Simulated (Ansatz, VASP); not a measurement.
# W2SNO (W2NOS MXene monolayer): VASP beside Ansatz, part 2 of 2

Aim: how closely do two programs agree when they are given the same cell, functional and k mesh? The structure shown is the start of the Ansatz relaxation below; VASP solves that cell, so the two are compared at the walk's first step.

VASP 6.6.1 and Ansatz 0.2.0.

So far: The starting structure; Ansatz: relaxation, PBE with D3(BJ).

## Step 3: VASP: single point, PBE with D3(BJ), start cell

Level of this step: PBE with D3(BJ), no spin polarisation; plane waves and PAW (S, W, N, O) (VASP).

The same cell, functional, mesh and smearing now go to VASP, with its own data sets.

Lines of VASP's logs that name or quote its potential files are left out, and so is its time.

INCAR reads:

```
SYSTEM = W2SNO
PREC = Accurate
ENCUT = 520
EDIFF = 1E-06
NELM = 120
ISMEAR = -1
SIGMA = 0.05
LREAL = .FALSE.
ALGO = Normal
GGA = PE
IVDW = 12
NBANDS = 20
LASPH = .TRUE.
LORBIT = 11
LWAVE = .FALSE.
LCHARG = .FALSE.
ISIF = 2
LDIPOL = .TRUE.
IDIPOL = 3
DIPOL = 0.5 0.5 0.505
LVHAR = .TRUE.
GGA_COMPAT = .FALSE.
NELMDL = -8
KPAR = 2
```

POSCAR reads:

```
W2SNO
1.0
    3.0539080000      0.0000000000      0.0000000000
   -1.5269540000      2.6447620000      0.0000000000
    0.0000000000      0.0000000000     41.7671110000
S W N O
1 2 1 1
Direct
    0.3333333964      0.6666667927      0.4357495542
    0.6666666036      0.3333332073      0.4784533457
    0.3333333964      0.6666667927      0.5361538173
    0.0000000000      0.0000000000      0.5073035815
    0.6666666036      0.3333332073      0.5642504458
```

KPOINTS reads:

```
Automatic mesh
0
Gamma
12 12 1
0 0 0
```

Potentials, in the order of the species: S, W, N and O (PBE family, release 64).

Command:

```console
> mpirun -np 2 vasp_std
```

Numbers of over 12 decimals in the logs are rounded to 6 here.

What it wrote:

```text
[banner, memory and clock lines left out]
running    2 mpi-ranks, on    1 nodes
 distrk:  each k-point on    1 cores,    2 groups
 distr:  one band on    1 cores,    1 groups

 POSCAR found type information on POSCAR S W N O
 POSCAR found :  4 types and       5 ions
 LDA part: xc-table for (Slater+PW92), standard interpolation
 POSCAR, INCAR and KPOINTS ok, starting setup
 FFT: planning ... GRIDC
 FFT: planning ... GRID_SOFT
 FFT: planning ... GRID
 WAVECAR not read
 entering main loop
       N       E                     dE             d eps       ncg     rms          rms(c)
DAV:   1     0.268389197998E+03    0.26839E+03   -0.98400E+03   768   0.104E+03
DAV:   2    -0.576242893754E+01   -0.27415E+03   -0.26310E+03  1224   0.231E+02
DAV:   3    -0.501961393723E+02   -0.44434E+02   -0.43620E+02   992   0.116E+02
DAV:   4    -0.519075671634E+02   -0.17114E+01   -0.16535E+01  1168   0.249E+01
DAV:   5    -0.519493296130E+02   -0.41762E-01   -0.41055E-01  1056   0.315E+00
DAV:   6    -0.519507100030E+02   -0.13804E-02   -0.13729E-02  1144   0.574E-01
DAV:   7    -0.519507730755E+02   -0.63072E-04   -0.62853E-04  1072   0.101E-01
DAV:   8    -0.519507765003E+02   -0.34249E-05   -0.34174E-05  1108   0.229E-02    0.435E+01
DAV:   9    -0.464180358689E+02    0.55327E+01   -0.43054E+01  1052   0.385E+01    0.182E+01
DAV:  10    -0.513871172928E+02   -0.49691E+01   -0.30089E+01  1220   0.364E+01    0.140E+01
DAV:  11    -0.506527966988E+02    0.73432E+00   -0.69931E+01  1288   0.494E+01    0.135E+01
DAV:  12    -0.458851448463E+02    0.47677E+01   -0.56875E+01  1324   0.344E+01    0.410E+00
DAV:  13    -0.456107277534E+02    0.27442E+00   -0.29641E+00  1044   0.977E+00    0.201E+00
DAV:  14    -0.455765522495E+02    0.34176E-01   -0.21884E-01  1052   0.310E+00    0.140E+00
[...]
DAV:  26    -0.455388591481E+02   -0.10831E-04   -0.25336E-06   728   0.100E-02    0.494E-03
DAV:  27    -0.455388629122E+02   -0.37640E-05   -0.47892E-07   520   0.548E-03    0.362E-03
DAV:  28    -0.455388722968E+02   -0.93846E-05   -0.20375E-06   728   0.794E-03    0.338E-03
DAV:  29    -0.455388773139E+02   -0.50170E-05   -0.32143E-07   556   0.524E-03    0.248E-03
DAV:  30    -0.455388788544E+02   -0.15405E-05   -0.13114E-07   500   0.226E-03    0.177E-03
DAV:  31    -0.455388810047E+02   -0.21503E-05   -0.10627E-07   516   0.200E-03    0.170E-03
DAV:  32    -0.455388831079E+02   -0.21032E-05   -0.10841E-07   536   0.152E-03    0.729E-04
DAV:  33    -0.455388836015E+02   -0.49351E-06   -0.34853E-08   484   0.990E-04
   1 F= -.47042204E+02 E0= -.47025812E+02  d E =-.327853E-01
```

Parts of OUTCAR (step 3):

```text
ion  position               nearest neighbor table
   1  0.333  0.667  0.436-   2 2.51   2 2.51   2 2.51
   2  0.667  0.333  0.478-   4 2.14   4 2.14   4 2.14   1 2.51   1 2.51   1 2.51   3 2.99   3 2.99
                             3 2.99
   3  0.333  0.667  0.536-   5 2.12   5 2.12   5 2.12   4 2.14   4 2.14   4 2.14   2 2.99   2 2.99
                             2 2.99
   4  0.000  0.000  0.507-   2 2.14   3 2.14   3 2.14   2 2.14   2 2.14   3 2.14
   5  0.667  0.333  0.564-   3 2.12   3 2.12   3 2.12

  LATTYP: Found a hexagonal cell.
 ALAT       =     3.0539080000
 C/A-ratio  =    13.6766107558

 Subroutine GETGRP returns: Found  6 space group operations
 (whereof  6 operations were pure point group operations)

The static configuration has the point symmetry C_3v.

 Found     19 irreducible k-points:

   k-points           NKPTS =     19   k-points in BZ     NKDIM =     19   number of bands    NBANDS=     20

   dimension x,y,z NGX =    24 NGY =   24 NGZ =  320
   dimension x,y,z NGXF=    48 NGYF=   48 NGZF=  640

   ENCUT  =  520.0 eV  38.22 Ry    6.18 a.u.   5.68  5.68 77.66*2*pi/ulx,y,z

   NELECT =      29.0000    total number of electrons

 k-points in reciprocal lattice and weights: Automatic mesh
   0.00000000  0.00000000  0.00000000       0.007
   0.08333333  0.00000000  0.00000000       0.042
   0.16666667  0.00000000  0.00000000       0.042
   0.25000000 -0.00000000  0.00000000       0.042
   0.33333333 -0.00000000  0.00000000       0.042
   0.41666667  0.00000000  0.00000000       0.042
   0.50000000 -0.00000000  0.00000000       0.021
   0.08333333  0.08333333  0.00000000       0.042
   0.16666667  0.08333333  0.00000000       0.083
[...]
0.33333333  0.25000000  0.00000000       0.083
   0.33333333  0.33333333  0.00000000       0.014

 dipolmoment           0.000000      0.000000      0.050247 electrons x Angstroem

 average (electrostatic) potential at core
       1 -95.1663       2 -49.9553       3 -50.4800       4 -74.1907       5 -79.6199

 E-fermi :  -2.8712

 k-point     1 :       0.0000    0.0000    0.0000
  band No.  band energies     occupation
    ...
     11      -5.0985      2.00000
     12      -5.0985      2.00000
     13      -4.8016      2.00000
     14      -4.0454      2.00000
     15      -4.0454      2.00000
     16      -2.8069      0.43329
     17      -2.8069      0.43328
     18      -2.7322      0.11689
     19      -1.0118      0.00000
     20      -1.0118      0.00000

 k-point     2 :       0.0833    0.0000    0.0000
  band No.  band energies     occupation
    ...
     12      -5.2199      2.00000
     13      -4.8868      2.00000
     14      -3.8554      2.00000
     15      -3.8301      2.00000
     16      -2.9044      1.32051
     17      -2.7017      0.06522
     18      -2.4161      0.00022
     19      -1.2665      0.00000
     20      -0.9980      0.00000

 k-point     3 :       0.1667    0.0000    0.0000
  band No.  band energies     occupation
    ...
     12      -5.3910      2.00000
     13      -5.2391      2.00000
     14      -3.6554      2.00000
     15      -3.5990      2.00000
     16      -2.9939      1.84171
     17      -2.2193      0.00000
     18      -1.9342      0.00000
     19      -1.2756      0.00000
     20      -0.9750      0.00000

 Edisp (eV)   -1.50332

  Total      -1.17274    -1.17274    -2.85939     0.00000     0.00000     0.00000
  in kB      -5.56973    -5.56973   -13.58023     0.00000     0.00000     0.00000
  external pressure =       -8.24 kB  Pullay stress =        0.00 kB

  energy-cutoff  :      520.00
  volume of cell :      337.35
      direct lattice vectors                 reciprocal lattice vectors
     3.053908000  0.000000000  0.000000000     0.327449288  0.189052928  0.000000000
    -1.526954000  2.644762000  0.000000000     0.000000000  0.378105856  0.000000000
     0.000000000  0.000000000 41.767111000     0.000000000  0.000000000  0.023942283

 POSITION                                       TOTAL-FORCE (eV/Angst)
 -----------------------------------------------------------------------------------
      0.00000      1.76317     18.20000        -0.000000     -0.000000      2.029811
      1.52695      0.88159     19.98361        -0.000000      0.000000     -3.065836
      0.00000      1.76317     22.39360        -0.000000      0.000000      1.357720
      0.00000      0.00000     21.18860        -0.000000      0.000000      0.546060
      1.52695      0.88159     23.56711         0.000000      0.000000     -0.867754
 -----------------------------------------------------------------------------------
    total drift:                                0.000000      0.000244     -0.000663

  FREE ENERGIE OF THE ION-ELECTRON SYSTEM (eV)
  ---------------------------------------------------
  free  energy   TOTEN  =       -47.0422044054 eV

  energy  without entropy=      -47.0094191354  energy(sigma->0) =      -47.02581177

 vacuum level on the upper side and lower side of the slab         2.998         1.872

 total charge
# of ion       s       p       d       tot
------------------------------------------
    1        1.373   2.294   0.000   3.667
    2        0.533   0.682   4.273   5.488
    3        0.532   0.701   4.182   5.415
    4        1.231   2.552   0.000   3.783
    5        1.576   3.379   0.000   4.955
--------------------------------------------------
tot          5.245   9.608   8.455  23.308

[... 3 further parts left out ...]
```

This run has no spin polarisation, so a moment on W, if there is one, isn't seen. Its electron count is odd, so without a moment it is a metal by construction.

## Step 4: Differences

Known differences besides the potentials themselves: Ansatz cuts the interaction across the vacuum, VASP repeats the sheet with a dipole correction; the data sets hold 45 valence electrons in Ansatz (on its PAW soft_1 files) and 29 in VASP; the cutoff is 420 eV in Ansatz and 520 eV in VASP. Total energies have different zeros and are not compared.

Forces (eV/Å; atoms numbered as in POSCAR):

```
atom        Ansatz x, y, z          VASP x, y, z
  S1   0.000, 0.000, 1.979   0.000, 0.000, 2.030
  W2  0.000, 0.000, -3.024  0.000, 0.000, -3.066
  W3   0.000, 0.000, 1.357   0.000, 0.000, 1.358
  N4   0.000, 0.000, 0.570   0.000, 0.000, 0.546
  O5  0.000, 0.000, -0.883  0.000, 0.000, -0.868
```

The forces differ by 18 meV/Å r.m.s., which is 1.8 % of the r.m.s. force of 1.046 eV/Å (both taken over all components). With vacuum in the cell, a pressure given here is an average over mostly empty space and none of the material.

## Step 5: Results

| Quantity | Value |
| --- | --- |
| r.m.s. force difference (single point, PBE with D3(BJ), start cell) | 1.8 % of the r.m.s. force |

What this shows: The r.m.s. force difference is 1.8 % of the r.m.s. force (single point, PBE with D3(BJ), start cell), within the 3 % picked in this series as the mark of a large difference. The data sets hold unlike numbers of valence electrons (45 in Ansatz and 29 in VASP), so part of the differences comes from the potentials. 1 further run of this series is not shown here. How closely two codes agree says nothing of how well the functional describes the real material.

[Lines on the potential files, build, host, timing and source positions are cut from VASP's logs without a mark.]

[Logs are printed without paths, hosts, clocks, repeated set-up lines and the standing remarks that a program may print on its own settings, such as how far it seeks lower states.]

[Hosts, paths, dates, database ids (printed as entryN), source tags and the programs' standing remarks are cut or masked in the printed files.]
